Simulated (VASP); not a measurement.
# TcSe2: single point with PBEsol+U

Crystal: TcSe2.

```xyz
3
Lattice="1.9284 1.1134 5.8303 -1.9284 1.1134 5.8303 0.0000 -2.2267 5.8303" Properties=species:S:1:pos:R:3 pbc="T T T"
Tc    0.0000    0.0000    0.0000
Se    0.0000    0.0000    4.4077
Se    0.0000    0.0000   13.0833
```

The cell was built by a generator and needn't be a form met in nature.

```json
{
 "Program": "VASP 6.6.1",
 "Task": "single point",
 "Functional": "PBEsol",
 "Potentials or basis": "VASP PAW PBE potentials, release 64 (Tc_pv, Se)",
 "Cutoff": "520 eV",
 "k mesh": "6 × 6 × 6",
 "Occupations": "gaussian, width 0.05 eV",
 "Spin": "collinear spin, ferromagnetic start",
 "Starting moments": "[0.5, 0.0, 0.0] μB",
 "Hubbard terms": "Tc d U = 5 eV",
 "Further INCAR settings": "ALGO = Normal; EDIFF = 1e-06; NBANDS = 24"
}
```

```
Pressure                                              : -4.2 GPa
Largest force                                         : 0.340 eV/Å
Band gap on the k mesh                                : 0.19 eV, indirect (least direct gap 0.77 eV)
Net moment                                            : 3.00 μB per cell
Site moments                                          : Tc +3.25; Se -0.13 μB
Valence electrons inside the program's atomic spheres : Tc 11.48; Se 3.80
```

Forces in eV/Å, atoms in the order of the input:
```
Tc   0.000  0.000  0.000
Se   0.000  0.000  0.340
Se   0.000  0.000 -0.340
```

Stress tensor (GPa, compression positive):
```
-5.61  0.00  0.00
 0.00 -5.61  0.00
 0.00  0.00 -1.48
```

Levels at points of the mesh, in eV from the valence-band top:
Spin up:
```csv
k point,band 10,band 11,band 12,band 13,band 14,band 15,band 16,band 17,band 18,band 19
"(0.00, 0.00, 0.00)",-4.58,-2.99,-0.63,-0.63,0.00,1.55,1.55,3.76,3.96,7.15
"(0.50, 0.00, 0.00)",-3.93,-3.90,-2.99,-2.39,-2.04,0.72,1.14,5.18,5.31,7.78
"(0.50, 0.50, 0.00)",-4.26,-3.67,-3.34,-2.38,-1.62,1.75,1.79,3.66,4.59,6.79
"(0.50, 0.50, 0.50)",-4.55,-2.33,-2.11,-0.88,-0.88,1.77,1.77,4.57,5.56,7.71
```
Spin down:
```tsv
k point	band 7	band 8	band 9	band 10	band 11	band 12	band 13	band 14	band 15	band 16
(0.00, 0.00, 0.00)	-3.56	-3.56	-0.73	-0.73	-0.15	0.85	0.85	1.79	3.00	3.00
(0.50, 0.00, 0.00)	-3.90	-3.38	-3.34	-2.42	-2.04	0.81	1.60	1.86	2.94	2.99
(0.50, 0.50, 0.00)	-4.40	-3.13	-2.39	-2.31	-1.67	0.35	1.72	1.96	3.38	3.41
(0.50, 0.50, 0.50)	-3.48	-3.48	-2.47	-0.98	-0.98	0.82	0.82	1.54	3.25	3.25
```

Eigenvalues of the final occupation matrices:
| site | spin | trace | eigenvalues |
| --- | --- | --- | --- |
| site 1 d | 1 | 3.99 | 0.63 0.63 0.91 0.91 0.91 |
| site 1 d | 2 | 0.83 | 0.06 0.06 0.06 0.33 0.33 |

Run time: 2.6 min on 1 thread of Intel(R) Xeon(R) Platinum 8559C (Emerald Rapids) (shared host), peak memory 0.44 GiB.

Caveat: the PAW data sets were made with another functional, which shifts forces and pressure a little. The state reached can hang on the start; a lower one may exist.
